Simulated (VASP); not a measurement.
# CoSi: cell size against the level of theory, part 4 of 4

Which functional gives the lattice of CoSi as experiment finds it, and is a dearer one worth its cost? The start is a cell from a database of measured crystal structures.

VASP 6.6.1, plane waves and PAW; the level of theory is named at each step.

So far. Step 7 (Relaxation with r2SCAN + rVV10): It ends at 10.48 Å³/atom, -4.1 % from the start, with -0.13 GPa left. The conventional cell has a = 4.377 Å. Against plain r2SCAN, the dispersion term moves a by -0.2 %. Step 8 (Relaxation with r2SCAN + D4): It ends at 10.43 Å³/atom, -4.5 % from the start, with -0.11 GPa left. The conventional cell has a = 4.370 Å. Against plain r2SCAN, the dispersion term moves a by -0.3 %.

The database entry behind the starting cell differs from later determinations by our own check (0.1 to 0.3 % short, probably kX units), so it need not match the best structure at ambient conditions.

### 9. Relaxation with BLYP + D3(BJ)

This step: BLYP with D3(BJ), spin-polarised from a ferromagnetic start; plane waves and PAW (Co, Si) (VASP 6.6.1).

BLYP comes from molecular chemistry and underbinds dense solids.

File INCAR:

```
SYSTEM = CoSi
PREC = Accurate
ENCUT = 520
EDIFF = 1E-06
NELM = 100
ISMEAR = -1
SIGMA = 0.05
LREAL = .FALSE.
ALGO = Normal
GGA = B5
ALDAX = 1
AGGAX = 1
AGGAC = 1
ALDAC = 0
IVDW = 12
VDW_S6 = 1
VDW_S8 = 2.6996
VDW_A1 = 0.4298
VDW_A2 = 4.2359
NBANDS = 43
ISPIN = 2
MAGMOM = 2 2 2 2 0 0 0 0
LASPH = .TRUE.
LMAXMIX = 4
LORBIT = 11
LWAVE = .FALSE.
LCHARG = .FALSE.
KPAR = 8
IBRION = 2
NSW = 60
ISIF = 3
EDIFFG = -0.01
```

File POSCAR:

```
CoSi
1.0
    4.4380000000      0.0000000000      0.0000000000
    0.0000000000      4.4380000000      0.0000000000
    0.0000000000      0.0000000000      4.4380000000
Co Si
4 4
Direct
    0.1400000000      0.1400000000      0.1400000000
    0.3600000000      0.8600000000      0.6400000000
    0.6400000000      0.3600000000      0.8600000000
    0.8600000000      0.6400000000      0.3600000000
    0.8430000000      0.8430000000      0.8430000000
    0.6570000000      0.1570000000      0.3430000000
    0.3430000000      0.6570000000      0.1570000000
    0.1570000000      0.3430000000      0.6570000000
```

File KPOINTS:

```
Automatic mesh
0
Gamma
6 6 6
0 0 0
```

The projector-augmented-wave data sets are Co and Si (PBE family, release 64).

Command:

```console
mpirun -np 8 vasp_std
```

The log of the run:

```text
[banner, memory and clock lines left out]
running    8 mpi-ranks, on    1 nodes
[...]
[... a notice as in an earlier step ...]

 [... a notice as in an earlier step ...]

 LDA part: xc-table for (Slater(with rela. corr.)+VWN5), standard interpolation
 POSCAR, INCAR and KPOINTS ok, starting setup
[...]
entering main loop
       N       E                     dE             d eps       ncg     rms          rms(c)
DAV:   1     0.364601612134E+03    0.36460E+03   -0.21157E+04  4128   0.138E+03
DAV:   2    -0.176975173173E+02   -0.38230E+03   -0.35564E+03  4128   0.319E+02
DAV:   3    -0.477550971391E+02   -0.30058E+02   -0.28023E+02  4689   0.104E+02
DAV:   4    -0.487286778995E+02   -0.97358E+00   -0.96578E+00  5002   0.176E+01
[...]
DAV:  13    -0.454455137397E+02   -0.22517E-04   -0.48965E-05  6287   0.676E-02    0.434E-02
DAV:  14    -0.454455186159E+02   -0.48762E-05   -0.16509E-05  4814   0.374E-02    0.144E-02
DAV:  15    -0.454455179009E+02    0.71505E-06   -0.81002E-07  2442   0.823E-03
   1 F= -.54265292E+02 E0= -.54257989E+02  d E =-.542653E+02  mag=    -0.0005
[... from here on, the cycles between the ionic steps are left out ...]
   2 F= -.54250877E+02 E0= -.54244588E+02  d E =0.144146E-01  mag=    -0.0000
   3 F= -.54338390E+02 E0= -.54331593E+02  d E =-.730983E-01  mag=    -0.0000
   4 F= -.54338392E+02 E0= -.54331605E+02  d E =-.731006E-01  mag=     0.0000
   5 F= -.54349398E+02 E0= -.54342680E+02  d E =-.110055E-01  mag=     0.0000
   6 F= -.54358409E+02 E0= -.54351846E+02  d E =-.200161E-01  mag=     0.0000
   7 F= -.54358425E+02 E0= -.54351855E+02  d E =-.200321E-01  mag=     0.0000
   8 F= -.54358986E+02 E0= -.54352409E+02  d E =-.561110E-03  mag=     0.0000
   9 F= -.54359130E+02 E0= -.54352555E+02  d E =-.705202E-03  mag=    -0.0000
  10 F= -.54359318E+02 E0= -.54352793E+02  d E =-.188617E-03  mag=     0.0000
  11 F= -.54359350E+02 E0= -.54352811E+02  d E =-.219774E-03  mag=     0.0000
[...]
reached required accuracy - stopping structural energy minimisation
```

Wall time 4 min (8 MPI ranks of Intel Xeon Platinum 8488C (Sapphire Rapids), shared host); peak memory 3.1 GiB; 30 min of CPU time.

From OUTCAR (step 9):

```text
 Edisp (eV)   -9.18118

 Edisp (eV)   -9.17601

  Total       0.01501     0.01501     0.01501     0.00000     0.00000     0.00000
  in kB       0.28580     0.28580     0.28580     0.00000     0.00000     0.00000
  external pressure =        0.29 kB  Pullay stress =        0.00 kB

 POSITION                                       TOTAL-FORCE (eV/Angst)
 -----------------------------------------------------------------------------------
      0.63772      0.63772      0.63772         0.001075      0.001075      0.001075
      1.55321      3.74414      2.82866        -0.001075     -0.001075      0.001075
      2.82866      1.55321      3.74414         0.001075     -0.001075     -0.001075
      3.74414      2.82866      1.55321        -0.001075      0.001075     -0.001075
      3.69379      3.69379      3.69379         0.000980      0.000980      0.000980
      2.87901      0.68808      1.50285        -0.000980     -0.000980      0.000980
      1.50285      2.87901      0.68808         0.000980     -0.000980     -0.000980
      0.68808      1.50285      2.87901        -0.000980      0.000980     -0.000980
 -----------------------------------------------------------------------------------
    total drift:                                0.000000      0.000000      0.000000

  FREE ENERGIE OF THE ION-ELECTRON SYSTEM (eV)
  ---------------------------------------------------
  free  energy   TOTEN  =       -54.3593495759 eV

  energy  without entropy=      -54.3462717057  energy(sigma->0) =      -54.35281064

 magnetization (x)
# of ion       s       p       d       tot
------------------------------------------
    1       -0.000   0.000   0.000   0.000
    2       -0.000   0.000   0.000   0.000
    3       -0.000   0.000   0.000   0.000
    4       -0.000   0.000   0.000   0.000
    5       -0.000   0.000   0.000   0.000
    6       -0.000   0.000   0.000   0.000
    7       -0.000   0.000   0.000   0.000
    8       -0.000   0.000   0.000   0.000
--------------------------------------------------
tot         -0.000   0.000   0.000   0.000

[... 2 parts as in an earlier step ...]

[... 2 further parts left out ...]
[key lines of the parts left out:]
E-fermi :  13.1575
```

It ends at 10.52 Å³/atom, -3.7 % from the start, with 0.03 GPa left. The conventional cell has a = 4.382 Å.

### 10. The cells as a table

This step: relaxed cells at several levels; plane waves and PAW (VASP 6.6.1).

Derived from the runs above.

Lengths are those of the conventional cell; cost is the wall time of each run, as given at its step, times its ranks, without the set-up around it. Results by level, by row:

```tsv
level	volume (Å³/atom)	change from the start (%)	a (Å)	largest site moment (μB)	cost (core minutes)
LDA	10.36	-5.2	4.36	0	17.9
PBEsol	10.55	-3.4	4.386	0	20.5
PBE	10.87	-0.5	4.43	0	15.1
r2SCAN	10.53	-3.6	4.384	0	66.5
PBE + D3(BJ)	10.51	-3.8	4.381	0	19.6
r2SCAN + rVV10	10.48	-4.1	4.377	0	98
r2SCAN + D4	10.43	-4.5	4.37	0	52.1
BLYP + D3(BJ)	10.52	-3.7	4.382	0	31.7
```

### 11. What came out

```yaml
volume_lda: 10.36 Å³/atom
volume_pbesol: 10.55 Å³/atom
volume_pbe: 10.87 Å³/atom
volume_r2scan: 10.53 Å³/atom
volume_pbe_d3_bj: 10.51 Å³/atom
volume_r2scan_rvv10: 10.48 Å³/atom
volume_r2scan_d4: 10.43 Å³/atom
volume_blyp_d3_bj: 10.52 Å³/atom
```

What this shows: For CoSi the levels give volumes between 10.36 Å³/atom (LDA) and 10.87 Å³/atom (PBE), a spread of 4.9 %, while the cost of the finished runs spans a factor of 6.5. Within 1 % of experiment on every length: PBE. The nearest, PBE, is among the cheap ones. Thermal and zero-point expansion, often some tenths of a per cent in length, bear on this order: with the measured lengths lowered by an assumed 0.4 % the nearest is still PBE. The costs hold the number of ionic steps as well as the price of the functional. The closing table has room for seven levels; BLYP + D3(BJ) stands in the table of levels alone. All runs lost the moments they were started with, so they describe a non-magnetic state; an order that doesn't fit this cell would change the volume. Adding D3(BJ) to PBE changes the volume by -3.3 % (a by -1.1 %). Adding rVV10 to r2SCAN changes the volume by -0.5 % (a by -0.2 %). Adding D4 to r2SCAN changes the volume by -0.9 % (a by -0.3 %). Pairwise corrections of the D and TS kind ignore the screening in a metal, so they may overbind here. Within 0.02 Å all end in space group P2_13; the runs can't lower the symmetry of the start. Only the typed magnetic starts were tried, so the magnetic ground state may differ and with it the other results. Each is a single relaxation on the plane waves of the start cell, so larger changes of volume carry a basis-set error that was not tested here.

Calculation against experiment:

| quantity | measured | LDA | PBEsol | PBE | r2SCAN | PBE + D3(BJ) | r2SCAN + rVV10 | r2SCAN + D4 |
| --- | --- | --- | --- | --- | --- | --- | --- | --- |
| lattice constant a (Å) | 4.445 | 4.360 (-1.9 %) | 4.386 (-1.3 %) | 4.430 (-0.3 %) | 4.384 (-1.4 %) | 4.381 (-1.4 %) | 4.377 (-1.5 %) | 4.370 (-1.7 %) |

Measured values from arxiv:2111.02189 (2021).

**Verdict.** For the lattice constant a, of the levels listed nearest comes PBE (-0.3 %) and farthest LDA (-1.9 %). The magnetic state of these runs (no moments) need not be that of the sample, so the match is not graded. For lattice constants the calculation has a static lattice, without zero-point motion or thermal expansion (measured at up to 300 K).

[Lines on the potential files, build, host, timing and source positions are cut from VASP's logs without a mark.]

[Logs are printed without paths, hosts, clocks, repeated set-up lines and the standing remarks that a program may print on its own settings, such as how far it seeks lower states.]

[Hosts, paths, dates, database ids (printed as entryN), source tags and the programs' standing remarks are cut or masked in the printed files.]

[A measured line is paired with the nearest computed mode of its activity, which favours agreement.]
